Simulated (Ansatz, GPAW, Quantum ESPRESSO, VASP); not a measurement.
# Al3Au: 4 runs at one level of theory

```xyz
4
Lattice="-2.0253 2.0253 4.0566 2.0253 -2.0253 4.0566 2.0253 2.0253 -4.0566" Properties=species:S:1:pos:R:3 pbc="T T T"
Au    0.0000    0.0000    0.0000
Al    0.0000    0.0000    4.0566
Al    2.0253    0.0000    2.0283
Al    0.0000    2.0253    2.0283
```

The cell comes from a database or a generator and needn't be the stable form of this composition.

Alike in all runs: task single point; functional PBEsol; k mesh 9 × 9 × 9; occupations fermi-dirac, width 0.05 eV; no spin polarisation; no spin-orbit coupling. Pressure is positive in compression and, in plane waves, holds the error of the finite cutoff.

```tsv
program and potentials	plane-wave cutoff (eV)	notes	pressure (GPa)
GPAW, PAW data sets generated for this functional	600	this data set often lies off other programs	-2.19
VASP, PBE PAW files Al, Au, 520 eV	520	potentials made for PBE	-2.69
Ansatz, all-electron LAPW, scalar-relativistic	-	-	-2.62
Quantum ESPRESSO, GBRV 1.5 PBEsol	612	-	?
```

**Question.** Estimate from the other rows what the run with Quantum ESPRESSO, GBRV 1.5 PBEsol gave.

**Answer.** Pressure -2.77 GPa. The other rows, which needn't bracket it: pressure -2.69 to -2.19.
